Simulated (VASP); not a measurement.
Input:

```yaml
crystal:
  lattice:
    - [2.93650, 0.00000, 0.00000]
    - [0.00000, 2.93650, 0.00000]
    - [0.00000, 0.00000, 2.93650]
  atoms:
    - { symbol: Al, position: [0.50000, 0.50000, 0.50000] }
    - { symbol: Ni, position: [0.00000, 0.00000, 0.00000] }
```

All values below come from vdW-DF2, VASP's PBE PAW potentials (set 64) (plane waves; VASP). Run with 520 eV cut-off, 12×12×12 Γ-centred mesh, first-order Methfessel-Paxton smearing of 0.10 eV, potentials Al Ni.

### Question
Estimate the energy per atom (σ→0), band gap (on the k-mesh) with the smallest direct gap where there is one.

### Answer

```yaml
band gap (on the k-mesh): none (metal, semimetal or under 0.01 eV)
energy per atom (σ→0): -2.554 eV/atom
```

Only differences to runs with the same potentials and settings are physical.

The compound is NiAl in the CsCl type structure. It was relaxed first. The run is not spin-polarised, so no magnetic state was tried. The electron count is odd and the run is not spin-polarised, which forces a metal.
